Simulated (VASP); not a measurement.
Given:

```
MoTe2
1.0
    1.73684    -3.00830     0.00000
    1.73684     3.00830     0.00000
    0.00000     0.00000    13.76337
Te Mo
4 2
Direct
  0.33333   0.66667   0.88074
  0.66667   0.33333   0.38074
  0.66667   0.33333   0.11926
  0.33333   0.66667   0.61926
  0.33333   0.66667   0.25000
  0.66667   0.33333   0.75000
```

Method: LDA (Ceperley-Alder, Perdew-Zunger), VASP's LDA PAW potentials (set 64) (plane waves; VASP 6.6.1). Settings: 520 eV cut-off, Gaussian smearing of 0.050 eV, potentials Te Mo_sv.

Unless said otherwise, spin-orbit coupling is left out, though it shifts the bands of the heavy elements here.

Q: Give the energies of bands 17 to 30 at the high-symmetry points, in eV from the valence-band maximum.

A: 
```tsv
band	Γ	M	K	A	L	H
17	-1.88	-4.06	-4.39	-1.87	-3.61	-4.17
18	-1.86	-3.26	-4.00	-1.87	-3.61	-4.17
19	-1.86	-2.61	-3.52	-1.87	-2.55	-3.78
20	-1.21	-2.49	-3.52	-1.87	-2.55	-3.78
21	-1.07	-2.07	-3.15	-1.05	-2.02	-2.74
22	-1.07	-1.88	-3.15	-1.05	-2.02	-2.74
23	-1.03	-1.07	-1.86	-1.05	-1.03	-2.06
24	-1.03	-1.03	-1.86	-1.05	-1.03	-2.06
25	-0.25	-0.59	-0.39	-0.07	-0.42	-0.28
26	0.00	-0.24	-0.10	-0.07	-0.42	-0.28
27	3.00	1.31	1.00	3.04	1.34	1.01
28	3.00	1.38	1.00	3.04	1.34	1.01
29	3.15	1.46	1.02	3.04	1.68	1.56
30	3.16	1.86	2.18	3.04	1.68	1.56
```

The gap is indirect, 0.64 eV, from the valence maximum at Γ to the conduction minimum at K-Γ at 0.44.

Measured: gap 1.06 eV at 4 K (computed value off by -0.42 eV), as given by Desman Perdamaian Gulo et al., Physical Review Materials (2023), doi:10.1103/physrevmaterials.7.044001.

The compound is MoTe2 in the 2H layered structure. It was relaxed first.
